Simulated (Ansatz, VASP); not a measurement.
SrGe12Pt4: VASP beside Ansatz

```
Sr Ge Pt
1.0
    -4.32295    4.32295    4.32295
     4.32295   -4.32295    4.32295
     4.32295    4.32295   -4.32295
Sr Ge Pt
1 12 4
Direct
  0.00000 0.00000 0.00000
  0.84873 0.49383 0.64510
  0.64510 0.15127 0.79637
  0.50617 0.35490 0.15127
  0.15127 0.79637 0.64510
  0.35490 0.15127 0.50617
  0.79637 0.64510 0.15127
  0.15127 0.50617 0.35490
  0.20363 0.35490 0.84873
  0.84873 0.20363 0.35490
  0.35490 0.84873 0.20363
  0.64510 0.84873 0.49383
  0.49383 0.64510 0.84873
  0.50000 0.50000 0.50000
  0.00000 0.50000 0.00000
  0.50000 0.00000 0.00000
  0.00000 0.00000 0.50000
```

Alike in both runs: functional PBEsol; k mesh 6 × 6 × 6; occupations gaussian, width 0.1 eV; no spin polarisation.

Ansatz relaxed the structure, and its values are those at the end. VASP's run is a single point on that final structure, the one shown.

```csv
,VASP,Ansatz
version,VASP 6.6.1,Ansatz 0.2.0
potentials or method,"VASP PAW PBE potentials, release 64 (Sr_sv, Ge_d, Pt)","scalar-relativistic, plane waves, PAW"
plane-wave cutoff (eV),520,420
valence electrons in the cell,218,250
```

```tsv
	VASP	Ansatz	Ansatz less VASP
gap on the k mesh at the Fermi level (eV)	none	none	-
pressure (GPa)	0.0	0.0	0.00
```

A gap of «none» marks a metal or a gap that the smearing closes. The two sets of potentials don't hold the same shells in valence.

Caveats: the PAW data sets were made with another functional, which shifts forces and pressure a little (VASP). The runs have no spin-orbit coupling, so splittings on Pt are missing.
